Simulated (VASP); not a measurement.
**NiO: hyperfine terms and field gradients**

Aim: the hyperfine contact terms and the field gradients at the nuclei of NiO, by functional. The start is a cell from a database of measured crystal structures.

Main program and level: VASP 6.6.1; PBE, DFT+U (Ni d 5 eV), spin-polarised from a ferromagnetic start; plane waves and PAW (Ni, O).

Most raw output is cut from this account.

## (1) Set-up

The structure is cubic, space group Fm-3m (No. 225). The conventional cell has a = 4.172 Å, b = 4.172 Å, c = 4.172 Å, α = 90.00°, β = 90.00°, γ = 90.00°. Ni has 6 O at 2.09 Å nearest. Nearest to O lie 6 Ni at 2.09 Å. Farther neighbours and most contacts between anions are not listed.

## (2) Local probes at PBE

Field gradients probe the charge near the nuclei, so LASPH is on and the cutoff is at least 1.4 times the default of the data sets; this run is at PBE. LHYPERFINE adds the spin density at the nuclei, with NGYROMAG = 1 for all, so that values scale to any isotope.

File INCAR:

```
SYSTEM = NiO
PREC = Accurate
ENCUT = 560
EDIFF = 1E-07
NELM = 100
ISMEAR = -1
SIGMA = 0.05
LREAL = .FALSE.
ALGO = Normal
GGA = PE
NBANDS = 26
ISPIN = 2
MAGMOM = 1 1 0 0
LDAU = .TRUE.
LDAUTYPE = 2
LDAUL = 2 -1
LDAUU = 5 0
LDAUJ = 0 0
LDAUPRINT = 1
LASPH = .TRUE.
LMAXMIX = 4
LORBIT = 11
LWAVE = .FALSE.
LCHARG = .FALSE.
KPAR = 4
LEFG = .TRUE.
ICORELEVEL = 1
LHYPERFINE = .TRUE.
NGYROMAG = 1 1
```

File POSCAR:

```
NiO
1.0
    0.0000000000      4.1718032828      4.1718032828
    2.0859016414      0.0000000000      2.0859016414
    2.0859016414      2.0859016414      0.0000000000
Ni O
2 2
Direct
    0.0000000000      0.0000000000      0.0000000000
    0.5000000000      0.0000000000      0.0000000000
    0.2500000000      0.5000000000      0.5000000000
    0.7500000000      0.5000000000      0.5000000000
```

File KPOINTS:

```
Automatic mesh
0
Gamma
12 12 12
0 0 0
```

The projector-augmented-wave data sets are Ni and O (PBE family, release 64).

Started as:

```sh
$ mpirun -np 4 vasp_std
```

Run time: 3.1 min. Hardware: 4 MPI ranks of AMD EPYC 7R43, shared host; peak memory 1.5 GiB.

The magnetic state follows from one typed start and may not be the lowest. These are scalar-relativistic Kohn-Sham levels of the ground state, with no core hole, so they are not binding energies.

Numbers from this step:

* free energy (TOTEN): -20.67 eV
* Fermi energy: 8.029 eV
* pressure: 4.693 GPa
* moment of the cell, from the last line of the log: 4 μB

Spin moment in the PAW sphere by atom:

```
atom  spin moment in the PAW sphere (μB)
 Ni1                                1.78
 Ni2                                1.78
  O3                                0.20
  O4                                0.20
```

For a gyromagnetic ratio of 1 MHz/T at every nucleus. The program has divided the terms by the spin of the whole cell, so they fall as a cell holds more magnetic ions. A_tot leaves out the core's term, which the program lists beside it. Hyperfine Fermi contact, by row:

```
atom  A_tot (MHz)  core term A_1c (MHz)  contact term, their sum (MHz)
 Ni1        6.968                 -11.2                         -4.227
 Ni2        6.968                 -11.2                         -4.227
  O3        8.868                -1.266                          7.602
  O4        8.868                -1.266                          7.602
```

The two shallowest core shells; atoms whose shallowest level rounds to another's at 0.01 eV are left out. Core levels, by row:

```
atom  shell  level below the valence-band top (eV)
 Ni1     3s                                  103.2
 Ni1     3p                                  63.58
  O3     1s                                  505.1
```

Ordered as |Vzz| ≥ |Vxx| ≥ |Vyy|, the program's way. Electric field gradients, by row:

```
atom  Vxx (V/Å²)  Vyy (V/Å²)  Vzz (V/Å²)  asymmetry
 Ni1       0.004           0      -0.004          -
 Ni2       0.004           0      -0.004          -
  O3       0.002       0.001      -0.003          -
  O4       0.002       0.001      -0.003          -
```

All gradients lie under 0.05 V/Å², numerical residues of zeros set by symmetry.

## (3) Local probes at r2SCAN

This step: r2SCAN, DFT+U (Ni d 5 eV), spin-polarised from a ferromagnetic start; plane waves and PAW (Ni, O) (VASP 6.6.1).

Field gradients probe the charge near the nuclei, so LASPH is on and the cutoff is at least 1.4 times the default of the data sets; this run is at r2SCAN. LHYPERFINE adds the spin density at the nuclei, with NGYROMAG = 1 for all, so that values scale to any isotope.

INCAR, as its differences from that of step 2:

```diff
@@ -9,3 +9,4 @@
 ALGO = Normal
-GGA = PE
+METAGGA = R2SCAN
+LASPH = .TRUE.
 NBANDS = 26
@@ -19,3 +20,2 @@
 LDAUPRINT = 1
-LASPH = .TRUE.
 LMAXMIX = 4
@@ -26,3 +26,2 @@
 LEFG = .TRUE.
-ICORELEVEL = 1
 LHYPERFINE = .TRUE.
```

POSCAR is that of step 2.

KPOINTS is that of step 2.

Started as:

```sh
$ mpirun -np 4 vasp_std
```

Wall time 10 min (4 MPI ranks); peak memory 1.5 GiB.

The run ended by itself, with its OUTCAR whole, just as its time limit came; it was counted as cut off, so this step lists no values.

## (4) Summary of results

* PBE: largest |Vzz| 0.004 V/Å²

**Reading.** All field gradients vanish within 0.05 V/Å², as the symmetry of the sites asks; what the tables show is numerical. The Hubbard term of the inputs acts at every level. The dependence on the functional was not obtained, because values were collected at one level alone. The largest contact term, with the core's share, for a gyromagnetic ratio of 1 MHz/T and divided by the spin of the whole cell: 7.60 MHz on O3 at PBE. At magnetic ions the core's share is large and depends on the functional. The values belong to the ordered state computed here. Kohn-Sham core levels are too shallow against measured binding energies; only differences between inequivalent sites of one element, where there are any, carry meaning. The run «local probes at r2SCAN» had finished but was counted as cut off; its values appear only where a summary holds them. The given cell is kept, although it stands at +4.7 GPa at PBE and ENCUT = 560 eV, which holds the mismatch of the given cell with this functional, any error of the entry itself and any basis-set error. All of it rests on one ferromagnetic start, which may not be the order of the real compound, and on the typed U. Not tabulated here, as repeats of values shown or as unfit to read for their mesh, reference level or band range: hyperfine terms (local probes); gaps (local probes).

[Lines on the potential files, build, host, timing and source positions are cut from VASP's logs without a mark.]

[Logs are printed without paths, hosts, clocks, repeated set-up lines and the standing remarks that a program may print on its own settings, such as how far it seeks lower states.]

[Hosts, paths, dates, database ids (printed as entryN), source tags and the programs' standing remarks are cut or masked in the printed files.]
